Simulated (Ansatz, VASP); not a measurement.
ZrB4C2 in VASP and in Ansatz

```xyz
7
Lattice="0.0000 3.4942 3.4942 3.4942 0.0000 3.4942 3.4942 3.4942 0.0000" Properties=species:S:1:pos:R:3 pbc="T T T"
Zr    0.0000    0.0000    0.0000
B     2.6291    4.3593    2.6291
B     4.3593    4.3593    4.3593
B     4.3593    2.6291    2.6291
B     2.6291    2.6291    4.3593
C     3.4942    3.4942    3.4942
C     5.2413    5.2413    5.2413
```

Alike in both runs: functional PBE; k mesh 10 × 10 × 10; occupations gaussian, width 0.1 eV; no spin polarisation.

Ansatz relaxed the structure, and its values are those at the end. VASP's run is a single point on that final structure, the one shown.

```csv
,VASP,Ansatz
version,VASP 6.6.1,Ansatz 0.2.0
potentials or method,"VASP PAW PBE potentials, release 64 (Zr_sv, B, C)","scalar-relativistic, plane waves, PAW"
plane-wave cutoff (eV),520,420
valence electrons in the cell,32,32
```

```csv
,VASP,Ansatz,Ansatz less VASP
gap on the k mesh at the Fermi level (eV),none,none,-
pressure (GPa),0.0,0.0,-0.03
```

A gap of «none» marks a metal or a gap that the smearing closes.
